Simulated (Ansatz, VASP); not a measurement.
# HfIn4SiO6 in VASP and in Ansatz

```
Hf In Si O
1.0
     2.66041   -4.60755    0.00816
     2.66041    4.60755    0.00816
    -1.84079    0.00000    7.25018
Hf In Si O
1 4 1 6
Direct
  0.78835 0.21165 0.00000
  0.62175 0.37825 0.50000
  0.45502 0.54498 0.00000
  0.28407 0.71593 0.50000
  0.95814 0.04186 0.50000
  0.12168 0.87832 0.00000
  0.06219 0.11415 0.86666
  0.88585 0.93781 0.13334
  0.79490 0.53784 0.86663
  0.46216 0.20510 0.13337
  0.15352 0.62879 0.13333
  0.37121 0.84648 0.86667
```

Change from the starting cell: volume scaled by 0.94.

Alike in both runs: task single point; functional PBE; k mesh 6 × 6 × 4; occupations fermi-dirac, width 0.05 eV; no spin polarisation.

|  | VASP | Ansatz |
| --- | --- | --- |
| version | VASP 6.6.1 | Ansatz 0.2.0 |
| potentials or method | VASP PAW PBE potentials, release 64 (Hf_pv, In_d, Si, O) | Ansatz PAW |
| plane-wave cutoff (eV) | 520 | 420 |
| valence electrons in the cell | 102 | 118 |

Ansatz gave:

```
gap on the k mesh at the Fermi level (eV)       : none
pressure (GPa)                                  : 8.4
largest component of the traceless stress (GPa) : 2.43
rms of the force components (eV/Å)              : 0.289
```

**Question.** What did VASP give for the same quantities?

**Answer.** gap on the k mesh at the Fermi level (eV): none; pressure (GPa): 8.0; largest component of the traceless stress (GPa): 2.34; rms of the force components (eV/Å): 0.266.

Atom by atom the forces differ by 0.059 eV/Å (rms over components). A gap of «none» marks a metal or a gap that the smearing closes. The functional is the same, so the differences come from potentials, cutoffs and numerics. The two sets of potentials don't hold the same shells in valence.

Caveats: the pressure holds a Pulay correction of +0.5 GPa for the finite cutoff (Ansatz). Spin-orbit coupling is left out, which matters for the levels of Hf.
